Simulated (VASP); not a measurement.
Computed with PBEsol GGA, VASP's PBE PAW potentials (set 64) (plane waves; VASP).

The input files of a VASP run:

**POSCAR**
```
NaI
1
   -0.0000000000     3.2046230422     3.2046230422
    3.2046230422    -0.0000000000     3.2046230422
    3.2046230422     3.2046230422    -0.0000000000
Na I
1 1
Direct
  0.0000000000   0.0000000000   0.0000000000
  0.5000000000   0.5000000000   0.5000000000
```

**KPOINTS**
```
Automatic mesh
0
Gamma
8 8 8
0 0 0
```

INCAR:
```
NSW = 20
PREC = Normal
IBRION = 2
LCHARG = .FALSE.
ISMEAR = 0
EDIFFG = -0.03   ! ionic stop
LREAL = .FALSE.   ! projection in real space or not
EDIFF = 1E-5
NELM = 100   ! most electronic steps
LMAXMIX = 4   ! l cut-off of mixed one-centre charges
LWAVE = .FALSE.
LASPH = .TRUE.   ! aspherical one-centre terms
NELMIN = 4
ENCUT = 400
SYSTEM = NaI
ISIF = 2
SIGMA = 0.05
ALGO = Fast   ! Davidson, then RMM-DIIS
GGA = PS   ! PBEsol
```

POTCAR, in this order: Na_pv I (PBE.64 set). Program: vasp_std.

Question: What will the output report for the number of irreducible k-points (NKPTS), largest plane-wave count, number of space-group operations, FFT grid (NGX, NGY, NGZ)?

Answer: 
The number of irreducible k-points (NKPTS) is 29 and the largest plane-wave count is 1243. The number of space-group operations is 48. The FFT grid (NGX, NGY, NGZ) is 24 × 24 × 24.

The compound is NaI in the rock salt structure. It was relaxed first.
